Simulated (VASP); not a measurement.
Input:

```
MgSe
1.0
    0.00000     2.73719     2.73719
    2.73719     0.00000     2.73719
    2.73719     2.73719     0.00000
Mg Se
1 1
Cartesian
  0.00000   0.00000   0.00000
  2.73719   2.73719   2.73719
```

Computed with PBE GGA with D3 dispersion (Becke-Johnson damping), VASP's PBE PAW potentials (set 64) (plane waves; VASP 6.6.1). Run with 520 eV cut-off, 8×8×8 Γ-centred mesh, Gaussian smearing of 0.050 eV, potentials Mg Se.

Task: Give the stress tensor in GPa (positive for a compressed cell).

Result: 
```
-1.88   0.00   0.00
 0.00  -1.88   0.00
 0.00   0.00  -1.88
```
The pressure is its mean diagonal, -1.88 GPa.

The compound is MgSe in the rock salt structure. This cell is one point of a volume scan, at 1.03 of the reference volume.
